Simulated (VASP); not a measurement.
Here is the system:

```xyz
2
Lattice="0.0000 2.5101 2.5101 2.5101 0.0000 2.5101 2.5101 2.5101 0.0000" Properties=species:S:1:pos:R:3 pbc="T T T"
Eu     0.0000     0.0000     0.0000
O      2.5101     2.5101     2.5101
```

Method: revPBE GGA, VASP's PBE PAW potentials (set 64) (plane waves; VASP). Numerical set-up: 520 eV cut-off, Gaussian smearing of 0.050 eV, potentials Eu_2 O.

The 4f electrons are frozen in the core of the lanthanide potential, so 4f levels, which can set the real gap, and their magnetism are missing.

Question: Give the energies of bands 5 to 10 at the high-symmetry points, in eV from the valence-band maximum.

Answer: 
```
band      Γ      X      U      L      W
----  -----  -----  -----  -----  -----
5     -0.03  -0.15  -1.03  -2.46  -1.36
6     -0.03   0.00  -0.66  -1.44  -0.28
7     -0.03   0.00  -0.27  -1.44  -0.28
8      4.39   2.86   4.60   6.67   6.00
9      6.03   8.17   8.24   9.09   6.00
10     6.03  10.60   9.24   9.09   9.05
```

The gap is direct, 2.86 eV, from the valence maximum at X to the conduction minimum at X.

The compound is EuO in the rock salt structure. It was relaxed first, which changed the volume by -7 %.
